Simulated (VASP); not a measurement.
All values below come from vdW-DF2, VASP's PBE PAW potentials (set 64) (plane waves; VASP).

Input for VASP

**KPOINTS**
```
K-points
0
G
  6 6 4
```

INCAR:
```
AGGAC=0.0
ALGO=Normal
EDIFF=1E-7
EDIFFG=-0.01
ENCUT=520
GGA=ML
IBRION=2
ISIF=4
ISMEAR=0
LASPH=.True.
LCHARG=.False.
LMAXMIX=4
LREAL=.False.
LUSE_VDW=.True.
LWAVE=.False.
NELM=100
NSW=30
PREC=Accurate
SIGMA=0.05
SYSTEM=SnSe2
ZAB_VDW=-1.8867
```

File POSCAR:
```
SnSe2
1.0
  2.0606942731  -3.5692274360   0.0000000000
  2.0606942731   3.5692274360   0.0000000000
  0.0000000000   0.0000000000   6.5076888011
Sn Se
1 2
Direct
  0.0000000000   0.0000000000   0.0000000000
  0.3333330000   0.6666670000   0.2550163409
  0.6666670000   0.3333330000   0.7449836591
```

POTCAR, in this order: Sn_d Se (PBE.64 set). Program: vasp_std.

**Question.** Predict the energy per atom (σ→0).

**Answer.** 
```yaml
energy per atom (σ→0): -1468 meV/atom
```

**OSZICAR**
```
...
       N       E                     dE             d eps       ncg     rms          rms(c)
DAV:   1    -0.440414398329E+01   -0.41549E-04   -0.21347E-02   819   0.832E-01    0.547E-02
DAV:   2    -0.440419142396E+01   -0.47441E-04   -0.11894E-03   985   0.242E-01    0.284E-02
DAV:   3    -0.440417568834E+01    0.15736E-04   -0.23380E-05   944   0.507E-02    0.165E-02
DAV:   4    -0.440416741753E+01    0.82708E-05   -0.11554E-05  1080   0.387E-02    0.257E-03
DAV:   5    -0.440416733000E+01    0.87526E-07   -0.22321E-06   991   0.125E-02    0.176E-03
DAV:   6    -0.440416731467E+01    0.15329E-07   -0.92880E-08   437   0.355E-03
   7 F= -.44041673E+01 E0= -.44041673E+01  d E =-.648599E-04
```

The compound is SnSe2 in the 1T layered structure. This cell is one point of a volume scan, at 1.06 of the reference volume. Symmetry was kept, so distortions that lower it aren't found.
